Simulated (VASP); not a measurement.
Output of a VASP run:

OSZICAR:
```
       N       E                     dE             d eps       ncg     rms          rms(c)
DAV:   1    -0.223236262688E+01   -0.22324E+01   -0.52921E+03   960   0.992E+02
DAV:   2    -0.218380150692E+02   -0.19606E+02   -0.19098E+02  1464   0.120E+02
DAV:   3    -0.219513213960E+02   -0.11331E+00   -0.11331E+00   952   0.116E+01
DAV:   4    -0.219514649536E+02   -0.14356E-03   -0.14356E-03  1296   0.441E-01
DAV:   5    -0.219514649800E+02   -0.26436E-07   -0.26436E-07   912   0.430E-03    0.516E+00
DAV:   6    -0.194527103683E+02    0.24988E+01   -0.33574E-01  1088   0.636E+00    0.426E+00
DAV:   7    -0.223388587660E+02   -0.28861E+01   -0.13805E+00  1064   0.890E+00    0.101E+00
DAV:   8    -0.194851751658E+02    0.28537E+01   -0.41500E-01   992   0.570E+00    0.111E+00
DAV:   9    -0.196447743165E+02   -0.15960E+00   -0.26536E-02  1008   0.213E+00    0.178E-01
DAV:  10    -0.196553675848E+02   -0.10593E-01   -0.74198E-03  1144   0.992E-01    0.170E-01
DAV:  11    -0.196547440509E+02    0.62353E-03   -0.11704E-04   912   0.122E-01    0.141E-01
DAV:  12    -0.196571967293E+02   -0.24527E-02   -0.55436E-04   896   0.304E-01    0.225E-02
DAV:  13    -0.196572332570E+02   -0.36528E-04   -0.11546E-05  1272   0.465E-02    0.165E-02
DAV:  14    -0.196572350930E+02   -0.18359E-05   -0.11104E-06   816   0.123E-02    0.236E-02
DAV:  15    -0.196572345058E+02    0.58719E-06   -0.11374E-06   936   0.119E-02
   1 F= -.19657235E+02 E0= -.19657235E+02  d E =-.196572E+02
       N       E                     dE             d eps       ncg     rms          rms(c)
DAV:   1    -0.196571602386E+02    0.74854E-04   -0.63207E-03  1064   0.823E-01    0.630E-02
DAV:   2    -0.196571791091E+02   -0.18870E-04   -0.14176E-04   920   0.123E-01    0.392E-02
DAV:   3    -0.196571148004E+02    0.64309E-04   -0.52396E-05  1024   0.962E-02    0.559E-03
DAV:   4    -0.196571889710E+02   -0.74171E-04   -0.38464E-05   896   0.666E-02    0.169E-03
DAV:   5    -0.196571907579E+02   -0.17870E-05   -0.12496E-06   616   0.112E-02    0.416E-04
DAV:   6    -0.196571905879E+02    0.17000E-06   -0.28005E-07   448   0.715E-03
   2 F= -.19657191E+02 E0= -.19657191E+02  d E =0.439178E-04
       N       E                     dE             d eps       ncg     rms          rms(c)
DAV:   1    -0.196572899658E+02   -0.99208E-04   -0.20197E-03  1064   0.466E-01    0.357E-02
DAV:   2    -0.196572965533E+02   -0.65875E-05   -0.45141E-05   920   0.694E-02    0.221E-02
DAV:   3    -0.196572764574E+02    0.20096E-04   -0.16839E-05  1024   0.547E-02    0.317E-03
DAV:   4    -0.196573019741E+02   -0.25517E-04   -0.12354E-05   896   0.379E-02    0.956E-04
DAV:   5    -0.196573021865E+02   -0.21246E-06   -0.39074E-07   464   0.624E-03
   3 F= -.19657302E+02 E0= -.19657302E+02  d E =-.676808E-04
```

OUTCAR:
```
------------------------ aborting loop because EDIFF is reached ----------------------------------------
  FORCE on cell =-STRESS in cart. coord.  units (eV):
  Direction    XX          YY          ZZ          XY          YZ          ZX
  --------------------------------------------------------------------------------------
  Total        0.0004193      0.0004193      0.0004193      0.0000000      0.0000000      0.0000000
  in kB        0.0593928      0.0593928      0.0593928      0.0000000      0.0000000      0.0000000
  external PRESSURE =       0.0593928 kB  Pullay stress =       0.0000000 kB
  volume of cell :       11.31
      direct lattice vectors                 reciprocal lattice vectors
    -0.000000000  1.781597505  1.781597505    -0.280647003  0.280647003  0.280647003
     1.781597505 -0.000000000  1.781597505     0.280647003 -0.280647003  0.280647003
     1.781597505  1.781597505  0.000000000     0.280647003  0.280647003 -0.280647003
 POSITION                                       TOTAL-FORCE (eV/Angst)
 -----------------------------------------------------------------------------------
      1.78160      1.78160      1.78160        -0.000000     -0.000000     -0.000000
      2.67240      2.67240      2.67240         0.000000      0.000000      0.000000
 -----------------------------------------------------------------------------------
    total drift:                                0.000000     -0.000000      0.000000
  FREE ENERGIE OF THE ION-ELECTRON SYSTEM (eV)
  ---------------------------------------------------
  free  energy   TOTEN  =       -19.6573021865 eV

  energy  without entropy=      -19.6573021865  energy(sigma->0) =      -19.65730219

 reached required accuracy - stopping structural energy minimisation
```
(Selected blocks of OUTCAR.)

POSCAR:
```
C
1
    0.0000000000     1.7803750000     1.7803750000
    1.7803750000     0.0000000000     1.7803750000
    1.7803750000     1.7803750000     0.0000000000
C
2
Direct
  0.5000000000   0.5000000000   0.5000000000
  0.7500000000   0.7500000000   0.7500000000
```

Write an INCAR and KPOINTS that could have produced this output.

This is not unique; one that fits is the input of the run itself, r2SCAN meta-GGA, plane waves, VASP's PBE PAW potentials (set 64).

KPOINTS:
```
Automatic mesh
0
Gamma
11 11 11
0 0 0
```

**INCAR**
```
SYSTEM = C
PREC = Accurate; ENCUT = 520; LREAL = .False.
LASPH = .True.
EDIFF = 1E-6; NELM = 100; ALGO = Normal
LMIXTAU = .True.
ISMEAR = 0; SIGMA = 0.05
METAGGA = R2SCAN
IBRION = 2; NSW = 60; ISIF = 3
EDIFFG = -0.01
LWAVE = .False.; LCHARG = .False.
```

POTCAR, in this order: C (PBE.64 set). Program: vasp_std.

The structure comes from a computed database's C entry (Fd-3m); how it stands against other phases isn't given here. This run relaxes it. Symmetry was kept, so distortions that lower it aren't found.
